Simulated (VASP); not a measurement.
Here is the system:

```
CELL_PARAMETERS angstrom
      2.73201     0.00000     0.00000
      0.00000     2.73201     0.00000
      0.00000     0.00000     2.73201
ATOMIC_POSITIONS crystal
  Cr 0.00000 0.00000 0.00000
  Cr 0.50000 0.50000 0.50000
```

Computed with LDA (Ceperley-Alder, Perdew-Zunger), VASP's LDA PAW potentials (set 64) (plane waves; VASP 6.6.1). Numerical set-up: 520 eV cut-off, 13×13×13 Γ-centred mesh, first-order Methfessel-Paxton smearing of 0.10 eV, potentials Cr_pv.

Task: What does the run give for the energy per atom (σ→0), pressure, band gap (on the k-mesh) with the smallest direct gap where there is one?

Result: 
- band gap (on the k-mesh): none (metal, semimetal or under 0.01 eV)
- energy per atom (σ→0): -10.586 eV/atom
- pressure: 21.03 GPa

Only differences to runs with the same potentials and settings are physical.

The compound is Cr in the bcc, AFM order structure. This cell is one point of a volume scan, at 0.94 of the reference volume. The run is not spin-polarised, so no magnetic state was tried.
